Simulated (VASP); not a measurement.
# Mo: input slips in a relaxation and what they do, part 2 of 2

Aim: see how common mistakes in a VASP relaxation show up, on Mo. The starting structure is a measured crystal structure from the Crystallography Open Database. The first relaxation on each setting starts from this cell expanded by 3 % in volume.

VASP 6.6.1.

Results so far: reference 15.35 Å³ an atom; a smearing far too wide 16.15 Å³ an atom.

## 5. Relaxation with the cell held fixed (ISIF = 2) (continued)

Level of this step: PBEsol; plane waves and PAW (Mo_sv) (VASP).

Parts of OUTCAR (step 5):

```text
  Total       -1.1368999     -1.1368999     -1.1368999     -0.0000000     -0.0000000      0.0000000
  in kB     -113.5025763   -113.5025763   -113.5025763     -0.0000000     -0.0000000      0.0000000
  external PRESSURE =    -113.5025763 kB  Pullay stress =       0.0000000 kB

 POSITION                                       TOTAL-FORCE (eV/Angst)
 -----------------------------------------------------------------------------------
      0.00000      0.00000      0.00000         0.000000      0.000000      0.000000
 -----------------------------------------------------------------------------------
    total drift:                                0.000000      0.000000      0.000000

  FREE ENERGIE OF THE ION-ELECTRON SYSTEM (eV)
  ---------------------------------------------------
  free  energy   TOTEN  =       -11.7542417816 eV

  energy  without entropy=      -11.7540206536  energy(sigma->0) =      -11.75416807

[... 2 parts as in an earlier step ...]

[... 2 further parts left out ...]
[key lines of the parts left out:]
E-fermi :  12.0616
```

With the cell held fixed (ISIF = 2) the cell ends at 16.048 Å³ an atom, +4.52 % from the reference.

## 6. Relaxation with a loose energy criterion for the relaxation

A slip made on purpose: a loose energy criterion for the relaxation. Against step 2 the input has EDIFFG = 0.1 (also changed: NELM).

INCAR reads:

```
SYSTEM = Mo
PREC = Accurate
ENCUT = 450
EDIFF = 1E-06
NELM = 60
ISMEAR = 1
SIGMA = 0.15
LREAL = .FALSE.
ALGO = Normal
GGA = PS
NBANDS = 13
LORBIT = 11
LWAVE = .FALSE.
LCHARG = .FALSE.
KPAR = 4
IBRION = 2
NSW = 50
ISIF = 3
EDIFFG = 0.1
```

POSCAR reads:

```
Mo
1.0
   -1.5889943795      1.5889943795      1.5889943795
    1.5889943795     -1.5889943795      1.5889943795
    1.5889943795      1.5889943795     -1.5889943795
Mo
1
Direct
    0.0000000000      0.0000000000      0.0000000000
```

KPOINTS reads:

```
Automatic mesh
0
Gamma
20 20 20
0 0 0
```

The projector-augmented-wave data sets are Mo_sv (PBE family, release 64).

Command:

```sh
mpirun -np 4 vasp_std
```

Log:

```text
[... set-up lines as in an earlier step ...]
 entering main loop
       N       E                     dE             d eps       ncg     rms          rms(c)
[... 11 cycles as in an earlier step ...]
   1 F= -.11754242E+02 E0= -.11754168E+02  d E =-.117542E+02
[...]
N       E                     dE             d eps       ncg     rms          rms(c)
DAV:   1    -0.162258608264E+02   -0.44716E+01   -0.98490E+01  6781   0.129E+02    0.348E+01
DAV:   2    -0.120335253739E+02    0.41923E+01   -0.53946E+00  6666   0.314E+01    0.488E+00
DAV:   3    -0.115233771536E+02    0.51015E+00   -0.12391E+00  6991   0.143E+01    0.656E+00
DAV:   4    -0.115482482075E+02   -0.24871E-01   -0.26225E-02  6959   0.179E+00    0.105E+00
DAV:   5    -0.115483213201E+02   -0.73113E-04   -0.92380E-03  7271   0.121E+00    0.101E-01
DAV:   6    -0.115483109831E+02    0.10337E-04   -0.81742E-05  6931   0.103E-01    0.217E-02
DAV:   7    -0.115483021175E+02    0.88656E-05   -0.13305E-05  7416   0.470E-02    0.448E-03
DAV:   8    -0.115483021759E+02   -0.58320E-07   -0.91095E-08  3513   0.358E-03
   2 F= -.11548302E+02 E0= -.11548281E+02  d E =0.205940E+00
 trial-energy change:    0.205940  1 .order    0.222109   -0.187067    0.631284
 step:   0.2509(harm=  0.2286)  dis= 0.00000  next Energy=   -11.777962 (dE=-0.237E-01)
[...]
N       E                     dE             d eps       ncg     rms          rms(c)
DAV:   1    -0.145537625630E+02   -0.30055E+01   -0.61057E+01  6731   0.106E+02    0.144E+01
DAV:   2    -0.119064628222E+02    0.26473E+01   -0.48315E+00  6661   0.263E+01    0.489E+00
DAV:   3    -0.117596046346E+02    0.14686E+00   -0.54566E-01  6966   0.911E+00    0.122E+00
DAV:   4    -0.117721259747E+02   -0.12521E-01   -0.62463E-03  6911   0.872E-01    0.732E-01
DAV:   5    -0.117794932035E+02   -0.73672E-02   -0.38572E-03  6961   0.537E-01    0.280E-02
DAV:   6    -0.117794917583E+02    0.14452E-05   -0.27561E-05  7396   0.522E-02    0.832E-03
DAV:   7    -0.117794910875E+02    0.67080E-06   -0.55056E-07  4553   0.819E-03
   3 F= -.11779491E+02 E0= -.11779323E+02  d E =-.252493E-01
[...]
reached required accuracy - stopping structural energy minimisation
```

It took 8.8 s on 4 MPI ranks of Intel Xeon 6975P-C (Granite Rapids), shared host; peak memory 0.64 GiB.

From OUTCAR (step 6):

```text
  Total       -0.0619462     -0.0619462     -0.0619462     -0.0000000     -0.0000000      0.0000000
  in kB       -6.4468819     -6.4468819     -6.4468819     -0.0000000     -0.0000000      0.0000000
  external PRESSURE =      -6.4468819 kB  Pullay stress =       0.0000000 kB

 POSITION                                       TOTAL-FORCE (eV/Angst)
 -----------------------------------------------------------------------------------
      0.00000     -0.00000      0.00000         0.000000      0.000000      0.000000
 -----------------------------------------------------------------------------------
    total drift:                                0.000000     -0.000000      0.000000

  FREE ENERGIE OF THE ION-ELECTRON SYSTEM (eV)
  ---------------------------------------------------
  free  energy   TOTEN  =       -11.7794910875 eV

  energy  without entropy=      -11.7789870788  energy(sigma->0) =      -11.77932308

[... 2 parts as in an earlier step ...]

[... 2 further parts left out ...]
[key lines of the parts left out:]
E-fermi :  12.7300
```

With a loose energy criterion for the relaxation the cell ends at 15.395 Å³ an atom, +0.26 % from the reference.

## 7. Comparison

```csv
run,ended,volume (Å³/atom),change (%),pressure left (GPa),core minutes
reference,converged,15.355,-,0.04,1.48
a loose electronic threshold,not converged,-,-,-,2.07
a smearing far too wide,converged,16.153,5.19,-0.01,0.533
the cell held fixed (ISIF = 2),converged,16.048,4.52,-11.35,0.307
a loose energy criterion for the relaxation,converged,15.395,0.26,-0.64,0.587
```

Core minutes are wall time times ranks, summed over the relaxations behind a row (those for a bulk modulus apart), on shared hosts.

## 8. Results

| Quantity | Value |
| --- | --- |
| volume of the reference | 15.35 Å³/atom |
| volume against the reference, a smearing far too wide | +5.19 % |
| volume against the reference, the cell held fixed (ISIF = 2) | +4.52 % |
| volume against the reference, a loose energy criterion for the relaxation | +0.26 % |
| run with a loose electronic threshold | not converged |

In words: The run with a loose electronic threshold didn't converge. Finished, but with signs in the output that stand out against the reference: a smearing far too wide, with the volume changed by +5.2 % (signs: 1.3 GPa at the first ionic step (of the first relaxations, not shown; reference: -11.4 GPa) and a large entropy term in the energy); the cell held fixed (ISIF = 2), with the volume kept at the input's, +4.5 % from the reference (signs: a stress of up to 11.4 GPa); a loose energy criterion for the relaxation, with the volume changed by +0.3 % (signs: a stress of up to 0.6 GPa and an energy that rises by up to 0.2 eV an atom on the way). The reference was restarted once and the runs with a slip weren't, so their cells may not have settled fully. Further runs on this material are not shown.

[Lines on the potential files, build, host, timing and source positions are cut from VASP's logs without a mark.]

[Logs are printed without paths, hosts, clocks, repeated set-up lines and the standing remarks that a program may print on its own settings, such as how far it seeks lower states.]

[Hosts, paths, dates, database ids (printed as entryN), source tags and the programs' standing remarks are cut or masked in the printed files.]
